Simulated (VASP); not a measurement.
VASP input:

### KPOINTS
```
Automatic mesh
0
Gamma
7 7 7
0 0 0
```

### INCAR
```
! general
SYSTEM       =RuAl
PREC         =Accurate
ENCUT        =300   ! plane-wave cut-off (eV)
LREAL        =F   ! projection in real space or not
LASPH        =T

! electronic loop
EDIFF        =1E-6
NELM         =100
ALGO         =Normal   ! blocked Davidson
LMAXMIX      =4   ! l cut-off of mixed one-centre charges

! smearing
ISMEAR       =0
SIGMA        =0.05   ! width (eV)

! functional
GGA          =PE   ! PBE
GGA_COMPAT   =F

! spin
MAGMOM       =0.0 0.0 0.0 0.0 0.0 0.0
LSORBIT      =T
LNONCOLLINEAR=T

! ions
ISIF         =2   ! forces and stress, cell fixed

! output
LWAVE        =F
LCHARG       =F
LORBIT       =11   ! lm-projected
```

### POSCAR
```
RuAl
2.990
  1.0000000000   0.0000000000   0.0000000000
  0.0000000000   1.0000000000   0.0000000000
  0.0000000000   0.0000000000   1.0000000000
Al Ru
1 1
Cart
  0.4975390000   0.4920570000   0.4945840000
  0.0024610000   0.0079430000   0.0054160000
```

POTCAR, in this order: Al Ru_pv (PBE.64 set). Program: vasp_ncl.

Question: Translate this PBE+SOC calculation to Quantum ESPRESSO's pw.x.

Answer: One equivalent input (not run):
```
&CONTROL
  calculation = 'scf'
  pseudo_dir = './pseudo'
  outdir = './out'
  tprnfor = .true.
  tstress = .true.
/
&SYSTEM
  ibrav = 0
  nat = 2
  ntyp = 2
  ecutwfc = 84
  occupations = 'smearing'
  smearing = 'gaussian'
  degauss = 0.003675
  input_dft = 'pbe'
  noncolin = .true.
  lspinorb = .true.
/
&ELECTRONS
  conv_thr = 7.3e-08
  electron_maxstep = 100
/
ATOMIC_SPECIES
  Al 26.982 Al.upf
  Ru 101.070 Ru.upf
CELL_PARAMETERS angstrom
     2.9900000    0.0000000    0.0000000
     0.0000000    2.9900000    0.0000000
     0.0000000    0.0000000    2.9900000
ATOMIC_POSITIONS crystal
  Al   0.4975390  0.4920570  0.4945840
  Ru   0.0024610  0.0079430  0.0054160
K_POINTS automatic
  7 7 7 0 0 0
```
What does not carry over: the potentials are each code's own (VASP's PAW set, PseudoDojo norm-conserving files, fully relativistic, in pw.x), so ENCUT and ecutwfc are chosen apart and not converted; conv_thr bounds pw.x's estimated SCF error, while EDIFF bounds the energy change between steps.

The structure is a typed RuAl crystal. The cell was not relaxed at this level, atoms are displaced from their ideal sites. The k-mesh is coarse (spacing up to 0.30 per Å, 2π included), so the numbers may not be converged in it. The run is one of a series of settings (GGA_COMPAT = .FALSE., LNONCOLLINEAR = .TRUE., LSORBIT = .TRUE., MAGMOM = 0.0 0.0 0.0 0.0 0.0 0.0, program vasp_ncl against the base run), some of them coarse on purpose.
